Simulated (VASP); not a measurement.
Output of a VASP run:

File OUTCAR:
```
 ion  position               nearest neighbor table
   1  0.000  0.000  0.000-
  LATTYP: Found a body centered cubic cell.
 ALAT       =     2.9524671072
 Subroutine PRICEL returns:
 Original cell was already a primitive cell.
 Subroutine GETGRP returns: Found 48 space group operations
The static configuration has the point symmetry O_h .
The dynamic configuration has the point symmetry O_h .
 Subroutine INISYM returns: Found 48 space group operations
 Subroutine IBZKPT returns following result:
 Found    145 irreducible k-points:

 Following reciprocal coordinates:
            Coordinates               Weight
  0.000000  0.000000  0.000000      1.000000
  0.062500  0.000000  0.000000     12.000000
  0.125000  0.000000  0.000000     12.000000
  0.187500  0.000000  0.000000     12.000000
  0.250000  0.000000  0.000000     12.000000
  0.312500  0.000000  0.000000     12.000000
  0.375000  0.000000  0.000000     12.000000
  0.437500  0.000000  0.000000     12.000000
  0.500000  0.000000  0.000000      6.000000
  0.062500  0.062500  0.000000     24.000000
  0.125000  0.062500 -0.000000     48.000000
  0.187500  0.062500  0.000000     48.000000
  0.250000  0.062500  0.000000     48.000000
  0.312500  0.062500 -0.000000     48.000000
  0.375000  0.062500  0.000000     48.000000
  0.437500  0.062500  0.000000     48.000000
  0.125000  0.125000  0.000000     24.000000
  0.187500  0.125000  0.000000     48.000000
  0.250000  0.125000 -0.000000     48.000000
  0.312500  0.125000 -0.000000     48.000000
  0.375000  0.125000  0.000000     48.000000
  0.437500  0.125000 -0.000000     24.000000
  0.187500  0.187500  0.000000     24.000000
  0.250000  0.187500 -0.000000     48.000000
  0.312500  0.187500  0.000000     48.000000
  0.375000  0.187500  0.000000     48.000000
  0.250000  0.250000  0.000000     24.000000
  0.312500  0.250000  0.000000     48.000000
  0.375000  0.250000  0.000000     24.000000
  0.312500  0.312500  0.000000     24.000000
  0.062500  0.062500  0.062500      8.000000
  0.125000  0.062500  0.062500     24.000000
  0.187500  0.062500  0.062500     24.000000
  0.250000  0.062500  0.062500     24.000000
  0.312500  0.062500  0.062500     24.000000
  0.375000  0.062500  0.062500     24.000000
  0.437500  0.062500  0.062500     12.000000
 -0.062500  0.062500  0.062500      6.000000
  0.125000  0.125000  0.062500     24.000000
  0.187500  0.125000  0.062500     48.000000
   k-points           NKPTS =    145   k-points in BZ     NKDIM =    145   number of bands    NBANDS=     10
   number of dos      NEDOS =    301   number of ions     NIONS =      1
   total plane-waves  NPLWV =   5832
   dimension x,y,z NGX =    18 NGY =   18 NGZ =   18
   dimension x,y,z NGXF=    36 NGYF=   36 NGZF=   36
   ions per type =               1
   PREC   = accura    normal or accurate (medium, high low for compatibility)
   ISTART =      0    job   : 0-new  1-cont  2-samecut
   ICHARG =      2    charge: 1-file 2-atom 10-const
   ISPIN  =      1    spin polarized calculation?
   LNONCOLLINEAR =      F non collinear calculations
   LSORBIT =      F    spin-orbit coupling
   INIWAV =      1    electr: 0-lowe 1-rand  2-diag
   ENCUT  =  400.0 eV  29.40 Ry    5.42 a.u.   4.17  4.17  4.17*2*pi/ulx,y,z
   NELM   =    100;   NELMIN=  2; NELMDL= -5     # of ELM steps
   EDIFF  = 0.1E-05   stopping-criterion for ELM
   LREAL  =      F    real-space projection
   NLSPLINE    = F    spline interpolate recip. space projectors
   LMAXMIX     =    4 max onsite mixed and CHGCAR
   VOSKOWN=      0    Vosko Wilk Nusair interpolation
   EDIFFG = -.1E-01   stopping-criterion for IOM
   NSW    =     60    number of steps for IOM
   NBLOCK =      1;   KBLOCK =     60    inner block; outer block
   IBRION =      2    ionic relax: 0-MD 1-quasi-New 2-CG
   NFREE  =      1    steps in history (QN), initial steepest desc. (CG)
...
```

OSZICAR:
```
       N       E                     dE             d eps       ncg     rms          rms(c)
DAV:   1     0.681105339520E+02    0.68111E+02   -0.63863E+03  2900   0.119E+03
DAV:   2    -0.996738876596E+01   -0.78078E+02   -0.76312E+02  2990   0.327E+02
DAV:   3    -0.111155939943E+02   -0.11482E+01   -0.11275E+01  3058   0.464E+01
DAV:   4    -0.111220124591E+02   -0.64185E-02   -0.64171E-02  2942   0.365E+00
DAV:   5    -0.111220746786E+02   -0.62220E-04   -0.62220E-04  3024   0.357E-01    0.206E+01
DAV:   6    -0.966504018607E+01    0.14570E+01   -0.56312E+00  2914   0.359E+01    0.225E+00
DAV:   7    -0.964065439089E+01    0.24386E-01   -0.24222E-02  2920   0.188E+00    0.109E+00
DAV:   8    -0.963093892433E+01    0.97155E-02   -0.75150E-03  2922   0.156E+00    0.112E-01
DAV:   9    -0.963096125580E+01   -0.22331E-04   -0.12784E-04  2920   0.177E-01    0.354E-02
DAV:  10    -0.963096776995E+01   -0.65142E-05   -0.10058E-05  2912   0.420E-02    0.211E-03
DAV:  11    -0.963096782216E+01   -0.52212E-07   -0.45530E-08  1454   0.372E-03
   1 F= -.96309678E+01 E0= -.96307442E+01  d E =-.963097E+01
       N       E                     dE             d eps       ncg     rms          rms(c)
DAV:   1    -0.963163326923E+01   -0.66550E-03   -0.13832E-02  2900   0.209E+00    0.294E-01
DAV:   2    -0.963097654356E+01    0.65673E-03   -0.29837E-03  2906   0.805E-01    0.603E-02
DAV:   3    -0.963096926157E+01    0.72820E-05   -0.11151E-05  2900   0.497E-02    0.315E-02
DAV:   4    -0.963096603976E+01    0.32218E-05   -0.65450E-06  2902   0.313E-02    0.219E-03
DAV:   5    -0.963096592908E+01    0.11068E-06   -0.63576E-08  1450   0.383E-03
   2 F= -.96309659E+01 E0= -.96307507E+01  d E =0.189308E-05
       N       E                     dE             d eps       ncg     rms          rms(c)
DAV:   1    -0.963118328050E+01   -0.21724E-03   -0.43600E-03  2900   0.117E+00    0.165E-01
DAV:   2    -0.963097618165E+01    0.20710E-03   -0.94382E-04  2906   0.452E-01    0.336E-02
DAV:   3    -0.963097367875E+01    0.25029E-05   -0.35204E-06  2894   0.279E-02    0.176E-02
DAV:   4    -0.963097257322E+01    0.11055E-05   -0.20536E-06  2528   0.176E-02    0.125E-03
DAV:   5    -0.963097264922E+01   -0.76004E-07   -0.28589E-08  1450   0.264E-03
   3 F= -.96309726E+01 E0= -.96307525E+01  d E =-.482706E-05
```

### OUTCAR
```
------------------------ aborting loop because EDIFF is reached ----------------------------------------
  FORCE on cell =-STRESS in cart. coord.  units (eV):
  Direction    XX          YY          ZZ          XY          YZ          ZX
  --------------------------------------------------------------------------------------
  Total       -0.0007602     -0.0007602     -0.0007602      0.0000000      0.0000000     -0.0000000
  in kB       -0.0947243     -0.0947243     -0.0947243      0.0000000      0.0000000     -0.0000000
  external PRESSURE =      -0.0947243 kB  Pullay stress =       0.0000000 kB
  volume of cell :       12.86
      direct lattice vectors                 reciprocal lattice vectors
    -1.475864879  1.475864879  1.475864879     0.000000000  0.338784402  0.338784402
     1.475864879 -1.475864879  1.475864879     0.338784402  0.000000000  0.338784402
     1.475864879  1.475864879 -1.475864879     0.338784402  0.338784402  0.000000000
 POSITION                                       TOTAL-FORCE (eV/Angst)
 -----------------------------------------------------------------------------------
      0.00000      0.00000      0.00000        -0.000000      0.000000     -0.000000
 -----------------------------------------------------------------------------------
    total drift:                                0.000000      0.000000      0.000000
  FREE ENERGIE OF THE ION-ELECTRON SYSTEM (eV)
  ---------------------------------------------------
  free  energy   TOTEN  =        -9.6309726492 eV

  energy  without entropy=       -9.6303122525  energy(sigma->0) =       -9.63075252

 reached required accuracy - stopping structural energy minimisation
```
(Selected blocks of OUTCAR.)

### POSCAR
```
V
1
   -1.4762335536     1.4762335536     1.4762335536
    1.4762335536    -1.4762335536     1.4762335536
    1.4762335536     1.4762335536    -1.4762335536
V
1
Direct
  0.0000000000   1.0000000000   0.0000000000
```

### Question
Write an INCAR and KPOINTS that could have produced this output.

### Answer
One answer among several that fit: the input of the run itself, PBEsol GGA, plane waves, VASP's PBE PAW potentials (set 64).

### KPOINTS
```
K-points
0
Gamma
 16 16 16
```

### INCAR
```
SYSTEM = V
PREC = Accurate; ENCUT = 400; LREAL = F
LASPH = T
EDIFF = 1E-6; NELM = 100; ALGO = Normal
LMAXMIX = 4
ISMEAR = 1; SIGMA = 0.1
GGA = PS
IBRION = 2; NSW = 60; ISIF = 3
EDIFFG = -0.01
LWAVE = F; LCHARG = F
```

POTCAR, in this order: V_sv (PBE.64 set). Program: vasp_std.

The compound is V in the bcc structure. This run relaxes it. Symmetry was kept, so distortions that lower it aren't found. The start is the result of an earlier pass. The run is not spin-polarised, so no magnetic state was tried.
